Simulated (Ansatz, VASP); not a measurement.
# Cross-check of Co (Cobalt) between VASP and Ansatz

Aim: how closely do two programs agree when they are given the same cell, functional and k mesh? The cell is taken from a series of runs on this material, whose earlier steps may have relaxed, scaled, displaced or heated it; both programs get it as it stands.

Calculated with Ansatz 0.2.0; plane waves, with VASP 6.6.1 beside it; single point at PBE.

### Step 1. The starting structure

It takes space group P6_3/mmc (No. 194, hexagonal). The conventional cell has a = 2.507 Å, b = 2.507 Å, c = 4.070 Å, α = 90.00°, β = 90.00°, γ = 120.00°. Co has 12 Co at 2.50 to 2.51 Å nearest.

As a file:

```cif
data_structure
_symmetry_space_group_name_H-M 'P6_3/mmc'
_symmetry_Int_Tables_number 194
_cell_length_a 2.5074
_cell_length_b 2.5074
_cell_length_c 4.0699
_cell_angle_alpha 90.000
_cell_angle_beta 90.000
_cell_angle_gamma 120.000
_cell_volume 22.16
loop_
_atom_site_label
_atom_site_type_symbol
_atom_site_symmetry_multiplicity
_atom_site_Wyckoff_symbol
_atom_site_fract_x
_atom_site_fract_y
_atom_site_fract_z
_atom_site_occupancy
Co1 Co 2 c 0.33333 0.66667 0.25000 1
```

### Step 2. Ansatz: single point, PBE

Ansatz runs on its PAW soft_1 files.

A single point gives forces, pressure and levels at one fixed geometry, so differences don't come from the geometry; what else differs is listed under the comparison.

Input file input.yaml:

```yaml
crystal:
  lattice:
    - [2.5074, 0.0, 0.0]
    - [-1.2537, 2.1714720974, 0.0]
    - [0.0, 0.0, 4.0699]
  atoms:
    - { symbol: Co, position: [0.3333333333, 0.6666666667, 0.25], spin: 3.0 }
    - { symbol: Co, position: [0.6666666667, 0.3333333333, 0.75], spin: 3.0 }
kpoints:
  mp_grid: { grid: [9, 9, 4] }
hamiltonian:
  xc: pbe
  pseudopotentials: { kind: paw, azcp: { folder: soft_1 } }
scf:
  occupations: { method: gaussian, width: 0.1 }
  lower_state_search: "off"
output:
  forces: true
  stress: true
  eigenvalues: true
  populations: true
magnetization:
  spin_polarized: true
```

Run with:

```bash
ansatz run input.yaml --threads 16 --pin off --max-ram 92160MiB --backend cuda --events-out ev --progress --plain --runs-dir out --max-vram 78GiB
```

Numbers of over 12 decimals in the logs are rounded to 6 here.

Log:

```text
Engine: ansatz 0.2.0, aarch64-unknown-linux-gnu
Pseudopotentials: kind: paw
Pseudopotential: Co, paw, valence charge 17, recommended cutoff 420 eV (normal), soft_1/Co.paw.azcp
Functional definition: PBE
  parameter kappa = 0.804
  parameter beta = 0.066725
  exchange = pbe_x(kappa = kappa, mu = beta*pi^2/3)
  correlation = pbe_c(beta = beta)
device memory: the entry about to start is reckoned to put 2.2 GiB on a device that reports 132.8 GiB free (of which the cap on the GPU budget leaves the run 78.0 GiB)
GPU FFT provider: cuFFT
GPU libraries: cuBLAS 13.8.1, cuFFT 12.4.0, cuSOLVER 12.3.2
GPU matrix products: emulated (plane waves: as basis.precision tells), large ones in fixed point in workspaces of 1.00 GiB
Crystal: 2 atoms, lattice volume = 22.160 Å³
Basis set: ecut = 420 eV, 415 PW (Γ), exchange–correlation on 36×36×60 points (8 copies of the dense FFT grid, shifted against one another)
Bands: 24, of which v1, the nominal top of the filled ones, is band 17 counted from 1 (16 counted from 0)
Symmetry: 24 space group operations
Space group: P63/mmc (ITA 194), of the structure as read, at distance tolerance 2.8e-5 Å
Magnetic group: BNS 194.263 (UNI 1493), of the structure as read, at distance tolerance 2.8e-5 Å
k-points: 36 of 324
Non-local potential: Co, projectors of the file, l = 0: 3, l = 1: 2, l = 2: 3, l = 3: 1
PAW form: soft (Blöchl's): semilocal exchange-correlation on the pseudo side does not see the compensation charge
PAW one-centre angular grid: Co, 590 points (default); XC on 64 Gauss nodes
Initial density: superposition of atomic densities (chi_scale 0.1, normalization cell)
Starting moments: Σ|m| = 6 μB on 2 of 2 sites
Initial wavefunctions: pseudopotential atomic-orbital guess
GPU buffer pool allocated for 9720 grid points (all kernels)
GPU transforms: local potential and band sums: pruned to the plane-wave sphere, on 18×18×27
Functional: x = pbe(κ = 0.804, μ = 0.219515), c = pbe(β = 0.066725)
iter 1 solved again at ethr=4.00e-4 eV; its pass at ethr=3.10e-3 eV (dr2=1.36e-1 eV) is discarded
SCF iter   1: F=—  HF=-10251.771685 eV  |F-HF|=—  |Δ(HF+E_count)|=         —  Δρ=1.13e-1 (↑1.13e-1 ↓9.69e-2)  dr2=1.36e-1  dr2_m=2.21e0  M=3.745 μB ∫|m|=3.980 μB  β_m=0.30  ethr=4.00e-4  ⟨swp⟩=1.0  Hψ=8873  notcnv=0
Mixer restart at iter 1: flushing history
preconditioner: auto → none  [metal: Δε(μ)=0.028 eV  Ē_g=10.862 eV  σ=0.100 eV  W_gap=0.16  n_scr=8 (ndim 8)  ℏωp=33.5 eV  f_vac=0.000  D(μ)=2.35/eV (n_scr^D=34)  sad-step TF]
spin-set hold released at iteration 1 (the charge has settled, or the pull on large starting moments outlasts its swing): the magnetisation degrees of freedom join the quasi-Newton model from the next iteration; the mixer history was flushed
SCF iter   2: F=—  HF=-10251.976806 eV  |F-HF|=—  |Δ(HF+E_count)|=   2.05e-1  Δρ=8.30e-2 (↑7.23e-2 ↓8.30e-2)  dr2=2.61e-2  dr2_m=1.21e0  M=3.678 μB ∫|m|=3.919 μB  β_m=0.65  ethr=4.00e-4  ⟨swp⟩=2.1  Hψ=2775  notcnv=0
SCF iter   3: F=—  HF=-10252.778765 eV  |F-HF|=—  |Δ(HF+E_count)|=   8.02e-1  Δρ=8.00e-2 (↑8.00e-2 ↓4.82e-2)  dr2=2.08e0  dr2_m=6.01e-2  M=3.392 μB ∫|m|=3.727 μB  β_m=0.46  ethr=7.68e-5  ⟨swp⟩=3.2  Hψ=4680  notcnv=0  defer=72
SCF iter   4: F=—  HF=-10252.292076 eV  |F-HF|=—  |Δ(HF+E_count)|=   4.87e-1  Δρ=1.31e-2 (↑8.88e-3 ↓1.31e-2)  dr2=3.90e-3  dr2_m=2.34e-2  M=3.244 μB ∫|m|=3.594 μB  β_m=0.73  ethr=7.68e-5  ⟨swp⟩=3.1  Hψ=4418  notcnv=0  defer=72
SCF iter   5: F=—  HF=-10252.296466 eV  |F-HF|=—  |Δ(HF+E_count)|=   4.39e-3  Δρ=2.99e-3 (↑1.96e-3 ↓2.99e-3)  dr2=2.24e-4  dr2_m=1.16e-3  M=3.189 μB ∫|m|=3.535 μB  β_m=0.87  ethr=1.15e-5  ⟨swp⟩=2.2  Hψ=3020  notcnv=0  defer=72
SCF iter   6: F=—  HF=-10252.297263 eV  |F-HF|=—  |Δ(HF+E_count)|=   7.97e-4  Δρ=7.96e-4 (↑6.96e-4 ↓7.96e-4)  dr2=1.15e-4  dr2_m=4.08e-5  M=3.189 μB ∫|m|=3.519 μB  β_m=0.81  ethr=6.58e-7  ⟨swp⟩=2.1  Hψ=2732  notcnv=0  defer=72
SCF iter   7: F=—  HF=-10252.297386 eV  |F-HF|=—  |Δ(HF+E_count)|=   1.23e-4  Δρ=2.85e-4 (↑2.85e-4 ↓1.59e-4)  dr2=1.58e-5  dr2_m=4.40e-6  M=3.190 μB ∫|m|=3.515 μB  β_m=0.91  ethr=3.38e-7  ⟨swp⟩=2.1  Hψ=2238  notcnv=0  defer=72
SCF iter   8: F=—  HF=-10252.297520 eV  |F-HF|=—  |Δ(HF+E_count)|=   1.34e-4  Δρ=3.87e-5 (↑3.87e-5 ↓3.00e-5)  dr2=6.73e-8  dr2_m=2.10e-7  M=3.190 μB ∫|m|=3.513 μB  β_m=0.95  ethr=4.64e-8  ⟨swp⟩=1.5  Hψ=1941  notcnv=0  defer=72
SCF iter   9: F=-10252.297520 eV  HF=-10252.297520 eV  |F-HF|=2.14e-8  |Δ(HF+E_count)|=   2.52e-7  Δρ=1.13e-5 (↑3.71e-6 ↓1.13e-5)  dr2=2.14e-8  dr2_m=5.05e-9  M=3.190 μB ∫|m|=3.513 μB  ethr=1.98e-10  ⟨swp⟩=6.5  Hψ=8821  notcnv=0
SCF 1 converged in 9 iterations: F = -10252.297520 eV  dr2 = 2.14e-8
  greatest PAW one-centre occupation: 1.001 electrons in one spin orbital (limit 2), on the Co atom at site 1 (counted from 0), in its partial waves of l = 1
SCF converged after 9 iterations
Magnetization: 3.1903 μB (18.5952 up, 15.4048 down)
Absolute magnetization: 3.5166 μB (∫|ρ↑−ρ↓|, with the PAW one-centre terms)
Spin contamination: 0.0554 ħ² per cell (⟨S²⟩ above its minimum at these occupations)
Per-site moments (μB) at R_I (Å): [(1.669206, 1.030153), (1.669206, 1.030153)]
Free energy (F): -10252.297520 eV
Harris-Foulkes:  -10252.297520 eV  (|F-HF|=2.14e-8)
Internal energy: -10252.287448 eV  (E = F + TS)
E sigma→0 (E₀):  -10252.292484 eV
Entropy (-TS):   -0.010072 eV (-5.036 meV/atom)
Fermi energy:    18.238128 eV
--- Per-component energies (eV) ---
  E_band       = -502.344285
  E_kinetic    = 582.755680
  E_local      = -5362.047867  (includes V_loc(G=0)·N_el)
  E_nonlocal   = 868.566732
  E_hartree    = 2376.676175
  E_xc         = -184.087190
  E_vxc        = -236.913652  (∫ρ·V_xc dr)
  E_paw        = -3142.876547  (= ΣΔE_a)
  E_vpaw       = -1108.043403  (= ΣTr[D̂ρ^β])
  E_aug_tail   = -0.000026  (compensation charges beyond the density's cutoff)
  E_ewald      = -5391.274405
  E_smearing   = -0.010072  (= −TS)
  E_closure    = 0.000000  (closes the sum)
  Σ components = -10252.297520   (vs F -10252.297520, Δ=0.00e0)
--- Forces (eV/Å), atoms counted from 1 ---
  atom   1  Co     0.00000000     0.00000000     0.00000000
  atom   2  Co    -0.00000000     0.00000000     0.00000000
  max |Σ_I F_I| component: 0.00e0 eV/Å
--- Stress (GPa, compression-positive) ---
       -5.024314      -0.000000       0.000000
       -0.000000      -5.024314       0.000000
        0.000000       0.000000      -3.796005
  P = ⅓ Tr σ = -4.6149 GPa (-46.149 kbar)
--- Band table (eV; the first three rows and the last of 72) ---
  k-point 0 ↑: bands = [... 13 lower, 15.9874, 15.9874, 16.3264, 16.3264, 17.3912, 17.3912, 18.0286, 24.3074, ... 3 higher]
  k-point 1 ↑: bands = [... 13 lower, 15.8426, 15.8426, 16.3410, 16.6322, 16.6322, 17.3441, 17.3441, 27.3164, ... 3 higher]
  k-point 2 ↑: bands = [... 13 lower, 15.6210, 15.6210, 15.6210, 17.0890, 17.0890, 17.0890, 17.0890, 32.8225, ... 3 higher]
  k-point 35 ↓: bands = [... 13 lower, 16.5042, 18.0615, 18.0615, 19.3094, 19.3094, 24.4159, 24.4159, 26.0804, ... 3 higher]
--- Löwdin populations: 2 sites ---
  site symbol       q [e]    m [muB]
     0     Co     16.7796     1.6588
     1     Co     16.7796     1.6588
  spilling = 0.012962 (of n_electrons = 34.000000)
```

The run ends at a pressure of -4.61 GPa.

### Step 3. VASP: single point, PBE

The same cell, functional, mesh and smearing now go to VASP, with its own data sets.

Lines of VASP's logs that name or quote its potential files are left out, and so is its time.

Input file INCAR:

```
SYSTEM = Co
PREC = Accurate
ENCUT = 600
EDIFF = 1E-06
NELM = 200
ISMEAR = 0
SIGMA = 0.1
LREAL = .FALSE.
ALGO = Normal
GGA = PE
NBANDS = 18
ISPIN = 2
MAGMOM = 1.67 1.67
LASPH = .TRUE.
LMAXMIX = 4
LORBIT = 11
LWAVE = .FALSE.
LCHARG = .FALSE.
ISIF = 2
GGA_COMPAT = .FALSE.
```

Input file POSCAR:

```
Co
1.0
    2.5074000000      0.0000000000      0.0000000000
   -1.2537000000      2.1714720974      0.0000000000
    0.0000000000      0.0000000000      4.0699000000
Co
2
Direct
    0.3333333333      0.6666666667      0.2500000000
    0.6666666667      0.3333333333      0.7500000000
```

Input file KPOINTS:

```
Automatic mesh
0
Gamma
9 9 4
0 0 0
```

PAW data sets: Co (PBE family, release 64).

Run with:

```bash
mpirun -np 1 vasp_std
```

Log:

```text
[banner, memory and clock lines left out]
running    1 mpi-ranks, on    1 nodes
 distrk:  each k-point on    1 cores,    1 groups
 distr:  one band on    1 cores,    1 groups

 POSCAR found type information on POSCAR Co
 POSCAR found :  1 types and       2 ions
 LDA part: xc-table for (Slater+PW92), standard interpolation
 POSCAR, INCAR and KPOINTS ok, starting setup
 FFT: planning ... GRIDC
 FFT: planning ... GRID_SOFT
 FFT: planning ... GRID
 WAVECAR not read
 entering main loop
       N       E                     dE             d eps       ncg     rms          rms(c)
DAV:   1     0.870420950883E+02    0.87042E+02   -0.87871E+03  2664   0.145E+03
DAV:   2    -0.125856630093E+02   -0.99628E+02   -0.90318E+02  2596   0.238E+02
DAV:   3    -0.161458877106E+02   -0.35602E+01   -0.34296E+01  2926   0.576E+01
DAV:   4    -0.162001582233E+02   -0.54271E-01   -0.54239E-01  3272   0.597E+00
DAV:   5    -0.162012342753E+02   -0.10761E-02   -0.10760E-02  3110   0.753E-01    0.145E+01
DAV:   6    -0.145499643024E+02    0.16513E+01   -0.93691E+00  2770   0.639E+01    0.720E+00
DAV:   7    -0.140805571199E+02    0.46941E+00   -0.15161E+00  2956   0.240E+01    0.365E+00
DAV:   8    -0.140652017635E+02    0.15355E-01   -0.18104E-02  3384   0.143E+00    0.176E+00
DAV:   9    -0.140511286036E+02    0.14073E-01   -0.37750E-03  3922   0.112E+00    0.540E-01
DAV:  10    -0.140510988648E+02    0.29739E-04   -0.53583E-04  3454   0.301E-01    0.265E-01
DAV:  11    -0.140511144564E+02   -0.15592E-04   -0.24420E-04  3674   0.257E-01    0.290E-02
DAV:  12    -0.140511115994E+02    0.28570E-05   -0.18689E-05  2710   0.399E-02    0.156E-02
DAV:  13    -0.140511110321E+02    0.56727E-06   -0.19035E-06  2404   0.195E-02
   1 F= -.14051111E+02 E0= -.14046422E+02  d E =-.937814E-02  mag=     3.1710
```

Parts of OUTCAR (step 3):

```text
ion  position               nearest neighbor table
   1  0.333  0.667  0.250-   2 2.50   2 2.50   2 2.50   2 2.50   2 2.50   2 2.50
   2  0.667  0.333  0.750-   1 2.50   1 2.50   1 2.50   1 2.50   1 2.50   1 2.50

  LATTYP: Found a hexagonal cell.
 ALAT       =     2.5074000000
 C/A-ratio  =     1.6231554598

 Subroutine GETGRP returns: Found 24 space group operations
 (whereof 12 operations were pure point group operations)

The static configuration has the point symmetry D_3d.
 The point group associated with its full space group is D_6h.

 Found     36 irreducible k-points:

   k-points           NKPTS =     36   k-points in BZ     NKDIM =     36   number of bands    NBANDS=     18

   dimension x,y,z NGX =    20 NGY =   20 NGZ =   36
   dimension x,y,z NGXF=    40 NGYF=   40 NGZF=   72

   ENCUT  =  600.0 eV  44.10 Ry    6.64 a.u.   5.01  5.01  8.13*2*pi/ulx,y,z

   NELECT =      18.0000    total number of electrons

 k-points in reciprocal lattice and weights: Automatic mesh
   0.00000000  0.00000000  0.00000000       0.003
   0.11111111  0.00000000  0.00000000       0.019
   0.22222222 -0.00000000  0.00000000       0.019
   0.33333333  0.00000000  0.00000000       0.019
   0.44444444 -0.00000000  0.00000000       0.019
   0.11111111  0.11111111  0.00000000       0.019
   0.22222222  0.11111111  0.00000000       0.037
   0.33333333  0.11111111  0.00000000       0.037
   0.44444444  0.11111111  0.00000000       0.019
[...]
0.33333333  0.22222222  0.50000000       0.037
   0.33333333  0.33333333  0.50000000       0.006

 average (electrostatic) potential at core
       1 -78.5647       2 -78.5647

 E-fermi :   9.9711

 spin component 1
 k-point     1 :       0.0000    0.0000    0.0000
  band No.  band energies     occupation
    ...
      8       8.0688      1.00000
      9       8.0688      1.00000
     10       9.1208      1.00000
     11       9.1208      1.00000
     12       9.8540      0.95121
     13      16.0926      0.00000
     14      31.8022      0.00000
     15      34.1983      0.00000
     16      34.1983      0.00000
     17      34.8237      0.00000
    ...

 k-point     2 :       0.1111    0.0000    0.0000
  band No.  band energies     occupation
    ...
      7       7.7364      1.00000
      8       7.9054      1.00000
      9       7.9525      1.00000
     10       8.1997      1.00000
     11       9.1679      1.00000
     12      11.4006      0.00000
     13      16.1732      0.00000
     14      28.6351      0.00000
     15      31.2993      0.00000
     16      31.8642      0.00000
    ...

 k-point     3 :       0.2222   -0.0000    0.0000
  band No.  band energies     occupation
    ...
      7       7.8899      1.00000
      8       8.1373      1.00000
      9       8.1478      1.00000
     10       8.3586      1.00000
     11       9.2491      1.00000
     12      13.6183      0.00000
     13      16.4743      0.00000
     14      23.5599      0.00000
     15      28.3478      0.00000
     16      30.5360      0.00000
    ...

 k-point     4 :       0.3333    0.0000    0.0000
  band No.  band energies     occupation
    ...
      7       7.6513      1.00000
      8       8.7865      1.00000
      9       8.9228      1.00000
     10       8.9687      1.00000
     11       9.3047      1.00000
     12      16.1527      0.00000
     13      16.7191      0.00000
     14      19.4880      0.00000
     15      26.0878      0.00000
     16      26.6822      0.00000
    ...

 k-point     5 :       0.4444   -0.0000    0.0000
  band No.  band energies     occupation
    ...
      6       7.5030      1.00000
      7       7.7805      1.00000
      8       9.2154      1.00000
      9       9.3284      1.00000
     10       9.3504      1.00000
     11      10.5456      0.00000
     12      14.1477      0.00000
     13      18.7664      0.00000
     14      19.6817      0.00000
     15      23.2767      0.00000
    ...

 k-point     6 :       0.1111    0.1111    0.0000
  band No.  band energies     occupation
    ...
      7       7.8602      1.00000
      8       8.0234      1.00000
      9       8.0640      1.00000
     10       8.2971      1.00000
     11       9.2077      1.00000
     12      12.9960      0.00000
     13      16.3760      0.00000
     14      25.9906      0.00000
     15      26.5334      0.00000
     16      32.8753      0.00000
    ...

  Total       -0.7926009     -0.7926009     -0.6546790     -0.0000000     -0.0000000      0.0000000
  in kB      -57.3064538    -57.3064538    -47.3344514     -0.0000000     -0.0000000      0.0000000
  external PRESSURE =     -53.9824530 kB  Pullay stress =       0.0000000 kB

  energy-cutoff  :      600.00
  volume of cell :       22.16
      direct lattice vectors                 reciprocal lattice vectors
     2.507400000  0.000000000  0.000000000     0.398819494  0.230258542  0.000000000
    -1.253700000  2.171472097  0.000000000     0.000000000  0.460517085  0.000000000
     0.000000000  0.000000000  4.069900000     0.000000000  0.000000000  0.245706283

 POSITION                                       TOTAL-FORCE (eV/Angst)
 -----------------------------------------------------------------------------------
     -0.00000      1.44765      1.01747        -0.000000     -0.000000      0.000000
      1.25370      0.72382      3.05242         0.000000      0.000000      0.000000
 -----------------------------------------------------------------------------------
    total drift:                                0.000000      0.000000     -0.000000

  FREE ENERGIE OF THE ION-ELECTRON SYSTEM (eV)
  ---------------------------------------------------
  free  energy   TOTEN  =       -14.0511110321 eV

  energy  without entropy=      -14.0417328893  energy(sigma->0) =      -14.04642196

 total charge
# of ion       s       p       d       tot
------------------------------------------
    1        0.479   0.499   7.255   8.234
    2        0.479   0.499   7.255   8.234
--------------------------------------------------
tot          0.959   0.999  14.510  16.468

 magnetization (x)
# of ion       s       p       d       tot
------------------------------------------
    1       -0.014  -0.050   1.672   1.608
    2       -0.014  -0.050   1.672   1.608
--------------------------------------------------
tot         -0.029  -0.099   3.344   3.216

[... 6 further parts left out ...]
```

The magnetic state follows from one typed start and may not be the lowest.

### Step 4. Comparison

Known differences besides the potentials themselves: VASP starts from the moments at which Ansatz ended; the data sets hold 34 valence electrons in Ansatz (on its PAW soft_1 files) and 18 in VASP; the cutoff is 420 eV in Ansatz and 600 eV in VASP; site moments are counted in spheres of each program's own size. Total energies have different zeros and are not compared.

Both answers:

```
          quantity  Ansatz   VASP  difference
    pressure (GPa)   -4.61  -5.40       +0.78
 total moment (μB)    3.19   3.17       +0.02
moment on Co1 (μB)    1.67   1.61       +0.06
moment on Co2 (μB)    1.67   1.61       +0.06
```

### Step 5. Outcome

```yaml
difference_in_total_moment_single_point_pbe: 0.019 μB
difference_in_pressure_single_point_pbe: 0.78 GPa
```

**Reading.** The difference in pressure is 0.78 GPa (single point, PBE), within the 1 GPa picked in this series as the mark of a large difference. The data sets hold unlike numbers of valence electrons (34 in Ansatz and 18 in VASP), so part of the differences comes from the potentials. Such differences can come from data sets, numerical settings and the points named under the comparisons, not from the functional's error against experiment.

[Lines on the potential files, build, host, timing and source positions are cut from VASP's logs without a mark.]

[Logs are printed without paths, hosts, clocks, repeated set-up lines and the standing remarks that a program may print on its own settings, such as how far it seeks lower states.]

[Hosts, paths, dates, database ids (printed as entryN), source tags and the programs' standing remarks are cut or masked in the printed files.]
